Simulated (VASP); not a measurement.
The cell holds one Sr (fcc) (210) slab, with vacuum along c, ions free to move until forces fall under 0.03 eV/Å, no reconstruction beyond this cell, dipole correction on.

```
Sr
1.0
    7.24020     0.00000     0.00000
    4.82680     5.39652     0.00000
    0.00000     0.00000    25.15951
Sr
8
Direct
  0.44729   0.44729   0.31568
  0.74900   0.74900   0.37071
  0.05042   0.05042   0.42010
  0.35191   0.35191   0.47252
  0.64809   0.64809   0.52748
  0.94958   0.94958   0.57990
  0.25100   0.25100   0.62929
  0.55271   0.55271   0.68432
```

Method: PBEsol GGA, VASP's PBE PAW potentials (set 64) (plane waves; VASP 6.6.1). Numerical set-up: 400 eV cut-off, 5×5×1 Γ-centred mesh, first-order Methfessel-Paxton smearing of 0.10 eV, potentials Sr_sv.

Slab and bulk use different k-meshes, so the surface energy is good to a few per cent at best.

**Question.** Predict its surface energy, work function, band gap (on the k-mesh).

**Answer.** 
- surface energy: 0.47 J/m²
- work function: 2.53 eV
- band gap (on the k-mesh): none (metal, semimetal or under 0.01 eV)

The cell is a thin slab with vacuum, built from Sr (fcc): (210) face.
